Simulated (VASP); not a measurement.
Input:

```yaml
crystal:
  lattice:
    - [0.00000, 2.27886, 2.27886]
    - [2.27886, 0.00000, 2.27886]
    - [2.27886, 2.27886, 0.00000]
  atoms:
    - { symbol: Ta, position: [0.00000, 0.00000, 0.00000] }
    - { symbol: C, position: [0.50000, 0.50000, 0.50000] }
```

Computed with vdW-DF2, VASP's PBE PAW potentials (set 64) (plane waves; VASP). Settings: 520 eV cut-off, 15×15×15 Γ-centred mesh, tetrahedra with Blöchl corrections, potentials Ta_pv C.

The job: TaC (rock salt), 2 atoms, vdW-DF2, static run, 520 eV, 15×15×15 Γ-centred mesh. Roughly how much core time does it take on a busy server core?

About 30 core-seconds (one run on a shared machine, a rough figure). It had 120 irreducible k-points, 11 bands, up to 650 plane waves and 16 electronic steps.

The compound is TaC in the rock salt structure. It was relaxed first, which changed the volume by +7 %. The electron count is odd and the run is not spin-polarised, which forces a metal.
